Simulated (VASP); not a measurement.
# BN with r2SCAN + rVV10: from relaxation to properties, part 4 of 5

What structure does BN take at this level, and what are its properties? The start is a cell from a database of measured crystal structures.

VASP 6.6.1; r2SCAN with rVV10; plane waves and PAW (B, N).

So far, gap on the k-mesh (eV): step 2 (relaxing cell and atoms (r2SCAN + rVV10)) 5.86; step 5 (total and projected DOS (r2SCAN + rVV10)) 5.66. The relaxed cell has a = 2.544, c = 4.209 Å (conventional setting).

The database entry behind the starting cell has ideal inner coordinates that were not refined, so it need not match the best structure at ambient conditions.

## Step 6: Optical spectrum (r2SCAN + rVV10)

LOPTICS sums transitions from filled to empty bands. NBANDS is raised for it.

Input file INCAR:

```
SYSTEM = BN
PREC = Accurate
ENCUT = 520
EDIFF = 1E-06
NELM = 100
ISMEAR = 0
SIGMA = 0.05
LREAL = .FALSE.
ALGO = Normal
METAGGA = R2SCAN
LUSE_VDW = .TRUE.
IVDW_NL = 2
BPARAM = 11.95
CPARAM = 0.0093
LASPH = .TRUE.
NBANDS = 40
LORBIT = 11
LWAVE = .FALSE.
LCHARG = .FALSE.
KPAR = 4
LOPTICS = .TRUE.
NEDOS = 1500
CSHIFT = 0.1
```

Input file POSCAR:

```
BN
1.0
    2.5444568406      0.0000000000      0.0000000000
   -1.2722284203      2.2035642628      0.0000000000
    0.0000000000      0.0000000000      4.2090368552
B N
2 2
Direct
    0.6666666667      0.3333333333      0.0002364178
    0.3333333333      0.6666666667      0.5002364178
    0.6666666667      0.3333333333      0.3747635822
    0.3333333333      0.6666666667      0.8747635822
```

Input file KPOINTS:

```
Automatic mesh
0
Gamma
15 15 8
0 0 0
```

PAW data sets: B and N (PBE family, release 64).

Started as:

```console
> mpirun -np 4 vasp_std
```

Output:

```text
[... set-up lines as in an earlier step ...]
 entering main loop
       N       E                     dE             d eps       ncg     rms          rms(c)
Total rVV10 correction in eV:      0.1299827    16.3220079
Total rVV10 correction in eV:      0.1299827    16.3220079
Total rVV10 correction in eV:      0.1299827    16.3220079
Total rVV10 correction in eV:      0.1299827    16.3220079
DAV:   1     0.555524274524E+02    0.55552E+02   -0.64807E+03 10824   0.401E+02
DAV:   2    -0.422208232568E+02   -0.97773E+02   -0.91366E+02 13112   0.144E+02
DAV:   3    -0.445732178677E+02   -0.23524E+01   -0.23338E+01 13208   0.195E+01
DAV:   4    -0.445758518539E+02   -0.26340E-02   -0.26339E-02 12312   0.669E-01
DAV:   5    -0.445758531354E+02   -0.12815E-05   -0.12815E-05 13040   0.156E-02    0.933E+00
Total rVV10 correction in eV:      0.1575906    16.3220079
Total rVV10 correction in eV:      0.1575906    16.3220079
Total rVV10 correction in eV:      0.1575906    16.3220079
Total rVV10 correction in eV:      0.1575906    16.3220079
DAV:   6    -0.380851633789E+02    0.64907E+01   -0.29783E-01 11320   0.435E+00    0.502E+00
Total rVV10 correction in eV:      0.1788008    16.3220079
Total rVV10 correction in eV:      0.1788008    16.3220079
Total rVV10 correction in eV:      0.1788008    16.3220079
Total rVV10 correction in eV:      0.1788008    16.3220079
DAV:   7    -0.380703190194E+02    0.14844E-01   -0.23221E-01 12352   0.226E+00    0.255E+00
Total rVV10 correction in eV:      0.1974157    16.3220079
Total rVV10 correction in eV:      0.1974157    16.3220079
Total rVV10 correction in eV:      0.1974157    16.3220079
Total rVV10 correction in eV:      0.1974157    16.3220079
DAV:   8    -0.380675676808E+02    0.27513E-02   -0.17960E-02 12304   0.789E-01    0.266E-01
Total rVV10 correction in eV:      0.1989114    16.3220079
Total rVV10 correction in eV:      0.1989114    16.3220079
Total rVV10 correction in eV:      0.1989114    16.3220079
Total rVV10 correction in eV:      0.1989114    16.3220079
DAV:   9    -0.380666189383E+02    0.94874E-03   -0.11174E-03 12696   0.269E-01    0.120E-01
Total rVV10 correction in eV:      0.1989474    16.3220079
Total rVV10 correction in eV:      0.1989474    16.3220079
Total rVV10 correction in eV:      0.1989474    16.3220079
Total rVV10 correction in eV:      0.1989474    16.3220079
DAV:  10    -0.380667064793E+02   -0.87541E-04   -0.29964E-04 12424   0.862E-02    0.401E-02
Total rVV10 correction in eV:      0.1991448    16.3220079
Total rVV10 correction in eV:      0.1991448    16.3220079
Total rVV10 correction in eV:      0.1991448    16.3220079
Total rVV10 correction in eV:      0.1991448    16.3220079
DAV:  11    -0.380667145516E+02   -0.80723E-05   -0.12038E-05 13136   0.175E-02    0.108E-02
Total rVV10 correction in eV:      0.1991793    16.3220079
Total rVV10 correction in eV:      0.1991793    16.3220079
Total rVV10 correction in eV:      0.1991793    16.3220079
Total rVV10 correction in eV:      0.1991793    16.3220079
DAV:  12    -0.380667162401E+02   -0.16884E-05   -0.94000E-07 12000   0.506E-03    0.311E-03
Total rVV10 correction in eV:      0.1991859    16.3220079
Total rVV10 correction in eV:      0.1991859    16.3220079
Total rVV10 correction in eV:      0.1991859    16.3220079
Total rVV10 correction in eV:      0.1991859    16.3220079
DAV:  13    -0.380667162616E+02   -0.21494E-07   -0.64650E-08  7288   0.209E-03
Total rVV10 correction in eV:      0.1991838    16.3220079
Total rVV10 correction in eV:      0.1991838    16.3220079
Total rVV10 correction in eV:      0.1991838    16.3220079
Total rVV10 correction in eV:      0.1991838    16.3220079
Total rVV10 correction in eV:      0.1991845    16.3220079
Total rVV10 correction in eV:      0.1991845    16.3220079
Total rVV10 correction in eV:      0.1991845    16.3220079
Total rVV10 correction in eV:      0.1991845    16.3220079
   1 F= -.38066716E+02 E0= -.38066716E+02  d E =-.238605E-12
 optical routines
 imaginary and real dielectric function
 direction            1
 direction            2
 direction            3
```

The job ended after 58 s (4 MPI ranks of Intel Xeon 6975P-C (Granite Rapids), shared host; peak memory 1.2 GiB; 3.8 min of CPU time).

OUTCAR, selected parts (step 6):

```text
   k-points           NKPTS =    135   k-points in BZ     NKDIM =    135   number of bands    NBANDS=     40

   NELECT =      16.0000    total number of electrons

 E-fermi :   7.6397

 k-point     1 :       0.0000    0.0000    0.0000
  band No.  band energies     occupation
    ...
      4       5.2135      2.00000
      5       5.2135      2.00000
      6       7.1476      2.00000
      7       7.4235      2.00000
      8       7.4235      2.00000
      9      16.4837      0.00000
     10      16.4837      0.00000
     11      16.7140      0.00000
     12      17.6122      0.00000
     13      18.9287      0.00000
    ...

  Total       -0.0079321     -0.0079321     -0.0090789      0.0000000      0.0000000      0.0000000
  in kB       -0.5385140     -0.5385140     -0.6163694      0.0000000      0.0000000      0.0000000
  external PRESSURE =      -0.5644658 kB  Pullay stress =       0.0000000 kB

 POSITION                                       TOTAL-FORCE (eV/Angst)
 -----------------------------------------------------------------------------------
      1.27223      0.73452      0.00100         0.000000      0.000000     -0.000828
     -0.00000      1.46904      2.10551         0.000000      0.000000     -0.000828
      1.27223      0.73452      1.57739        -0.000000     -0.000000      0.000828
     -0.00000      1.46904      3.68191         0.000000      0.000000      0.000828
 -----------------------------------------------------------------------------------
    total drift:                               -0.000000     -0.000000     -0.001767

  FREE ENERGIE OF THE ION-ELECTRON SYSTEM (eV)
  ---------------------------------------------------
  free  energy   TOTEN  =       -38.0667162616 eV

  energy  without entropy=      -38.0667162616  energy(sigma->0) =      -38.06671626

 plasma frequency squared (from intraband transitions) (eV^2)
  --------------------------------------------------------------------------------------
       0.000       0.000       0.000
       0.000       0.000       0.000
       0.000       0.000       0.000

[... 9 parts as in an earlier step ...]

[... 7 further parts left out ...]
```

These are independent-particle spectra without excitons or local fields, and fine structure depends on the mesh and on CSHIFT.

Numbers from this step:

| Property | Result |
| --- | --- |
| bands | 40 |
| Fermi energy | 7.640 eV |
| pressure | -0.05645 GPa |

The imaginary dielectric function has structure finer than the step of the table below, so its rows give means over 1 eV, whole bins alone (the curve runs from 0 to 25.0 eV). Peaks (eV: height): xx 12.0: 15.5; zz 10.3: 8.95, 11.0: 14.0, 11.7: 14.0, 12.8: 10.6, 14.5: 9.35.

The imaginary dielectric function by photon energy; means over each step:

```
photon energy (eV)       xx       zz
                 1  0.00383  0.00431
                 2  0.00795  0.00896
                 3   0.0128   0.0145
                 4   0.0188   0.0216
                 5   0.0270   0.0315
                 6   0.0393   0.0470
                 7   0.0596   0.0748
                 8    0.101    0.141
                 9    0.327    0.833
                10     1.83     5.06
                11     8.80     11.2
                12     13.1     10.5
                13     9.85     7.81
                14     7.49     8.46
                15     7.54     6.87
                16     4.91     4.76
                17     3.50     3.35
                18     2.77     2.45
                19     2.02     1.66
                20     1.71     1.46
                21     1.40     1.55
                22     1.21     1.28
                23     1.04     1.29
                24    0.977     1.01
```

Real dielectric function against photon energy:

```
photon energy (eV)       xx      zz
               0.0     4.38    4.53
               0.5     4.39    4.53
               1.0     4.40    4.55
               1.5     4.43    4.58
               2.0     4.46    4.61
               2.5     4.51    4.66
               3.0     4.56    4.73
               3.5     4.63    4.81
               4.0     4.72    4.91
               4.5     4.82    5.02
               5.0     4.95    5.17
               5.5     5.09    5.34
               6.0     5.27    5.55
               6.5     5.49    5.81
               7.0     5.75    6.13
               7.5     6.08    6.56
               8.0     6.51    7.12
               8.5     7.09    7.96
               9.0     7.96    9.43
               9.5     9.10    10.9
              10.0     10.5    11.7
              10.5     12.2    9.95
              11.0     13.7    7.86
              11.5     8.44    6.15
              12.0     3.57  -0.259
              12.5    0.526    2.07
              13.0   0.0387  -0.812
              13.5   -0.702    2.08
              14.0  -0.0862  -0.165
              14.5   -0.511  -0.933
              15.0    -1.76   -2.95
              15.5    -3.66   -2.10
              16.0    -2.45   -2.89
              16.5    -2.88   -2.80
              17.0    -2.52   -2.66
              17.5    -2.16   -2.00
              18.0    -1.68   -2.22
              18.5    -2.08   -2.01
              19.0    -1.69   -1.34
              19.5    -1.30   -1.35
              20.0    -1.56  -0.827
              20.5    -1.16  -0.958
              21.0    -1.02  -0.505
              21.5   -0.915  -0.897
              22.0    -1.05  -0.761
              22.5   -0.744  -0.428
              23.0   -0.644  -0.736
              23.5   -0.539  -0.714
              24.0   -0.522  -0.614
              24.5   -0.425  -0.715
```

The mean of ε2 over directions passes 5 % of its top at 9.30 eV, against a least direct gap of 8.94 eV on this mesh, so the first direct transitions are weak, forbidden or few. The indirect gap (5.66 eV in the band run) doesn't show, since phonons are left out.

## Step 7: Independent-particle dielectric function (r2SCAN + rVV10)

LOPTICS sums transitions from filled to empty bands.

INCAR is that of step 6.

POSCAR is that of step 6.

Input file KPOINTS:

```
Automatic mesh
0
Gamma
14 14 7
0 0 0
```

Started as:

```console
> mpirun -np 4 vasp_std
```

Output:

```text
[... set-up lines as in an earlier step ...]
 entering main loop
       N       E                     dE             d eps       ncg     rms          rms(c)
Total rVV10 correction in eV:      0.1299827    16.3220079
Total rVV10 correction in eV:      0.1299827    16.3220079
Total rVV10 correction in eV:      0.1299827    16.3220079
Total rVV10 correction in eV:      0.1299827    16.3220079
DAV:   1     0.555599285309E+02    0.55560E+02   -0.65347E+03  7688   0.403E+02
DAV:   2    -0.422015544872E+02   -0.97761E+02   -0.91251E+02  9312   0.144E+02
DAV:   3    -0.445730936787E+02   -0.23715E+01   -0.23514E+01  9384   0.196E+01
DAV:   4    -0.445758350704E+02   -0.27414E-02   -0.27413E-02  8712   0.681E-01
DAV:   5    -0.445758363897E+02   -0.13193E-05   -0.13193E-05  9312   0.159E-02    0.933E+00
Total rVV10 correction in eV:      0.1575906    16.3220079
Total rVV10 correction in eV:      0.1575906    16.3220079
Total rVV10 correction in eV:      0.1575906    16.3220079
Total rVV10 correction in eV:      0.1575906    16.3220079
DAV:   6    -0.380851352997E+02    0.64907E+01   -0.29787E-01  8088   0.435E+00    0.502E+00
Total rVV10 correction in eV:      0.1788011    16.3220079
Total rVV10 correction in eV:      0.1788011    16.3220079
Total rVV10 correction in eV:      0.1788011    16.3220079
Total rVV10 correction in eV:      0.1788011    16.3220079
DAV:   7    -0.380703002275E+02    0.14835E-01   -0.23235E-01  8864   0.226E+00    0.255E+00
Total rVV10 correction in eV:      0.1974183    16.3220079
Total rVV10 correction in eV:      0.1974183    16.3220079
Total rVV10 correction in eV:      0.1974183    16.3220079
Total rVV10 correction in eV:      0.1974183    16.3220079
DAV:   8    -0.380675523156E+02    0.27479E-02   -0.17981E-02  8720   0.789E-01    0.266E-01
Total rVV10 correction in eV:      0.1989117    16.3220079
Total rVV10 correction in eV:      0.1989117    16.3220079
Total rVV10 correction in eV:      0.1989117    16.3220079
Total rVV10 correction in eV:      0.1989117    16.3220079
DAV:   9    -0.380666012384E+02    0.95108E-03   -0.11177E-03  9104   0.270E-01    0.120E-01
Total rVV10 correction in eV:      0.1989472    16.3220079
Total rVV10 correction in eV:      0.1989472    16.3220079
Total rVV10 correction in eV:      0.1989472    16.3220079
Total rVV10 correction in eV:      0.1989472    16.3220079
DAV:  10    -0.380666886001E+02   -0.87362E-04   -0.29995E-04  8848   0.863E-02    0.401E-02
Total rVV10 correction in eV:      0.1991446    16.3220079
Total rVV10 correction in eV:      0.1991446    16.3220079
Total rVV10 correction in eV:      0.1991446    16.3220079
Total rVV10 correction in eV:      0.1991446    16.3220079
DAV:  11    -0.380666966509E+02   -0.80509E-05   -0.12040E-05  9408   0.176E-02    0.108E-02
Total rVV10 correction in eV:      0.1991792    16.3220079
Total rVV10 correction in eV:      0.1991792    16.3220079
Total rVV10 correction in eV:      0.1991792    16.3220079
Total rVV10 correction in eV:      0.1991792    16.3220079
DAV:  12    -0.380666983439E+02   -0.16930E-05   -0.94465E-07  8632   0.507E-03    0.311E-03
Total rVV10 correction in eV:      0.1991859    16.3220079
Total rVV10 correction in eV:      0.1991859    16.3220079
Total rVV10 correction in eV:      0.1991859    16.3220079
Total rVV10 correction in eV:      0.1991859    16.3220079
DAV:  13    -0.380666983654E+02   -0.21466E-07   -0.64395E-08  5248   0.209E-03
Total rVV10 correction in eV:      0.1991838    16.3220079
Total rVV10 correction in eV:      0.1991838    16.3220079
Total rVV10 correction in eV:      0.1991838    16.3220079
Total rVV10 correction in eV:      0.1991838    16.3220079
Total rVV10 correction in eV:      0.1991844    16.3220079
Total rVV10 correction in eV:      0.1991844    16.3220079
Total rVV10 correction in eV:      0.1991844    16.3220079
Total rVV10 correction in eV:      0.1991844    16.3220079
   1 F= -.38066698E+02 E0= -.38066698E+02  d E =-.178863E-13
 optical routines
 imaginary and real dielectric function
 direction            1
 direction            2
 direction            3
```

Elapsed: 43 s, on 4 MPI ranks; peak memory 1.1 GiB; 2.8 min of CPU time.

(Part 4 of 5 ends here.)

[Lines on the potential files, build, host, timing and source positions are cut from VASP's logs without a mark.]

[Logs are printed without paths, hosts, clocks, repeated set-up lines and the standing remarks that a program may print on its own settings, such as how far it seeks lower states.]

[Hosts, paths, dates, database ids (printed as entryN), source tags and the programs' standing remarks are cut or masked in the printed files.]

[A measured line is paired with the nearest computed mode of its activity, which favours agreement.]
